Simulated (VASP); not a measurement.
# Zone-centre gap, M–L valley and electron mass of wurtzite GaN under uniaxial [0001] stress, TB-mBJ on LDA cells

A vertical GaN transistor carries its electrons along [0001]. Stress along the same axis could make them lighter, but it also moves the gap that holds off leakage. We set three targets for the channel: an electron mass along the axis at least 2 % below that of the unstrained crystal, a loss of zone-centre gap of no more than 0.10 eV, and an M–L valley at least 2 eV above the conduction minimum at Γ, so that fast electrons stay in the light valley.

The calculation gives both conduction levels, counted from the valence-band top at Γ, and the two masses at Γ, for strains from −2 % to +2 % with the sides free of stress. Gap loss and mass change are measured against the 0 % row.

## How the numbers were made

The start is a typed prototype cell. The crystal was relaxed with LDA. Strain is imposed along [0001]; the strain across the axis is adjusted until the stress across it vanishes, and the atoms are relaxed with LDA. VASP 6.6.1, plane waves with PAW, cutoff 600 eV, no spin polarisation. Band edges are single points at TB-mBJ with spin-orbit coupling on these cells, k mesh 9×9×5, read on short lines of k points at the zone centre and through the valleys; energies are counted from the valence-band top at the zone centre. Masses are fitted within 0.05 1/Å of the zone centre. All levels use the PAW data sets made with LDA.

Notes on method and selection:

- A valley's energy from the valence-band top holds the shift of that top as well as the shift of the valley.
- The TB-mBJ parameter c is fixed anew from the density of each cell, so it changes along the series.
- Runs that did not converge, have known faults or may not be shown are not listed, and runs on Ansatz's PAW sets soft_1 and soft_2 are kept to separate tables.

Columns:

- strain (%): strain along the axis (tension positive).
- Γ level (eV): lowest conduction level at Γ.
- M–L valley (eV): lowest conduction level on the line M–L.
- mass, axis (mₑ): electron mass at Γ along the axis.
- mass, across (mₑ): electron mass at Γ across the axis.

## Data

| member | sign of the strain | strain (%) | Γ level (eV) | M–L valley (eV) | mass, axis (mₑ) | mass, across (mₑ) |
| --- | --- | --- | --- | --- | --- | --- |
| −2 % | compression | −2.0 | 3.323 | 5.644 | 0.244 | 0.2534 |
| −1.5 % | compression | −1.5 | 3.318 | 5.636 | 0.240 | 0.2540 |
| −1 % | compression | −1.0 | 3.310 | 5.626 | 0.237 | 0.2549 |
| −0.5 % | compression | −0.5 | 3.298 | 5.613 | 0.231 | 0.2539 |
| 0 % | compression | 0.0 | 3.257 | 5.571 | 0.231 | 0.2547 |
| 0 % | tension | 0.0 | 3.257 | 5.571 | 0.231 | 0.2547 |
| +0.5 % | tension | 0.5 | 3.215 | 5.529 | 0.226 | 0.2555 |
| +1 % | tension | 1.0 | 3.171 | 5.486 | 0.220 | 0.2542 |
| +1.5 % | tension | 1.5 | 3.125 | 5.442 | 0.217 | 0.2537 |
| +2 % | tension | 2.0 | 3.077 | 5.397 | 0.213 | 0.2545 |

Least-squares fits to the whole series, with x = strain (%); R² and errors in the fitted variable (y, or ln y where the fit is in ln y):

| y | sign of the strain | members | fit | R² | rms residual | leave-one-out rms | the same for the mean of the others |
| --- | --- | --- | --- | --- | --- | --- | --- |
| Γ level (eV) | compression | 5 | y = 3.271 − 0.03040 x | 0.83 | 0.0099 | 0.020 | 0.030 |
| Γ level (eV) | tension | 5 | y = 3.259 − 0.09000 x | 1.00 | 0.0017 | 0.0035 | 0.080 |
| M–L valley (eV) | compression | 5 | y = 5.584 − 0.03380 x | 0.87 | 0.0094 | 0.019 | 0.032 |
| M–L valley (eV) | tension | 5 | y = 5.572 − 0.08700 x | 1.00 | 8.4×10⁻⁴ | 0.0017 | 0.077 |

## The trend and its physics

Tension closes the gap steadily, while compression opens it only a little. From 0 to +2 % the Γ level falls by 3.257 − 3.077 = 0.180 eV, or 0.090 eV per % of strain. From 0 to −2 % it rises by 0.066 eV, and 3.298 − 3.257 = 0.041 eV of that comes in the first half per cent.

The bend belongs to the valence band. The M–L valley bends in the same way, and its height above the Γ level, in which the valence top cancels, stays between 5.571 − 3.257 = 2.314 eV (0 %) and 5.644 − 3.323 = 2.321 eV (−2 %) in every row. In the unstrained crystal the top is a close pair of levels, in wurtzite GaN the N p states lying across the axis. Compression lifts the p state along the axis above them. This level follows the conduction band closely: between −1 and −2 % the gap grows by only 0.013 eV. Measured from the pair, the gap changes several times faster.

The mass along the axis falls from 0.244 to 0.213 mₑ between −2 and +2 %, while the mass across it stays within 0.2534–0.2555 mₑ without a trend. The usual two-band formula, 1/m = 1 + P/E (m in mₑ, E the gap to the valence level that couples along the chosen direction, P the coupling energy), does not explain this at fixed P. From −1 to −2 % the gap to the axial p state grows by 0.4 %, yet the axial mass grows by 3 %. Under tension the gap to the pair shrinks by 5.5 %, yet the mass across the axis does not follow. Strain must therefore also change the coupling or the part played by more distant bands; which of these dominates remains open.

## Exceptions

Largest departures from the fit to the whole series:

| member | sign of the strain | Γ level (eV) | fit | computed − fit | in rms residuals |
| --- | --- | --- | --- | --- | --- |
| 0 % | compression | 3.257 | 3.271 | −0.014 | 1.4 |
| 0 % | tension | 3.257 | 3.259 | −0.002 | 1.2 |
| +1 % | tension | 3.171 | 3.169 | +0.002 | 1.2 |
| +2 % | tension | 3.077 | 3.079 | −0.002 | 1.2 |

The largest departure from a fitted line is the 0 % row in the compression series, 0.014 eV below the line. The row itself is sound: in the tension series the same value lies within 0.002 eV of the fit. The fault is in drawing a straight line through a bend. For compression the leave-one-out error of the Γ level is 0.020 eV, against 0.030 eV for the mean of the other rows, so that line is a poor description and we do not use it for estimates.

The axial mass is 0.231 mₑ at both −0.5 % and 0 %. Elsewhere it changes by 0.003 to 0.006 mₑ per half per cent. Such unevenness suggests a fitting uncertainty of about 0.002 mₑ, and we read no physics into the pause.

## Selection

The mass target removes the unstrained crystal and all compressed rows: at −0.5 % the axial mass equals the unstrained one, and at stronger compression it is heavier. The gap target removes +1.5 % and +2 %, which lose 3.257 − 3.125 = 0.132 eV and 3.257 − 3.077 = 0.180 eV. Two rows remain.

- **+1 %:** gap loss 3.257 − 3.171 = 0.086 eV; mass ratio 0.220 / 0.231 = 0.952; M–L valley 5.486 − 3.171 = 2.315 eV above Γ.
- **+0.5 %:** gap loss 3.257 − 3.215 = 0.042 eV; mass ratio 0.226 / 0.231 = 0.978; M–L valley 5.529 − 3.215 = 2.314 eV above Γ.

With mobility μ = eτ/m and an unchanged scattering time τ, the gain along the axis is 0.231 / 0.220 = 1.05 at +1 % and 1.02 at +0.5 %. The intrinsic carrier density scales as exp(−E/2kT). At room temperature 2kT = 2 × 0.026 = 0.052 eV, so it rises by a factor of exp(0.086 / 0.052) = 5.2 at +1 % and exp(0.042 / 0.052) = 2.2 at +0.5 %, from a very small starting value in so wide a gap. In a field of 0.1 V/nm, an electron would need 2.315 / 0.1 = 23 nm of flight without collisions to reach the energy of the M–L valley.

TB-mBJ gaps of such semiconductors are typically wrong by a few tenths of an eV, and its electron masses tend to be too heavy, roughly by 10 to 20 %. Errors common to all rows largely cancel in the gap loss and the mass ratio. They do not cancel in the valley height, where an error of 0.3 eV would use up nearly all of the margin for every row alike.

We pick +1 %, with +0.5 % as runner-up. The runner-up meets the mass target by less than the fitting uncertainty, whereas the pick clears it. The pick would fail if the true gap loss were more than 0.10 / 0.086 = 1.16 times the computed one. That is possible, since the TB-mBJ parameter changes with each cell and contributes to the slope. Either way the benefit is small: about 5 % in mobility, for a stress of roughly 3.5 GPa.

## Summary

Between 0 and +2 %, the zone-centre gap follows 3.259 − 0.0900 x eV (x in % strain) to a few meV. Under compression the smallest gap is marginally indirect, because the valence top moves slightly off Γ. The M–L valley stays 2.3 eV above the Γ minimum throughout; the table does not show whether the K valley or the second conduction level at Γ lies lower, which would matter for fast electrons.

Two omitted effects rival or exceed the spread of the gap over the series, 3.323 − 3.077 = 0.246 eV. Lattice vibrations lower it by roughly 0.2 eV at room temperature. The piezoelectric field, if unscreened, is of the order of 0.1 V/nm at 1 % strain; over 10 nm it tilts the bands by about 1 eV and lowers the transition energy between separated electrons and holes.
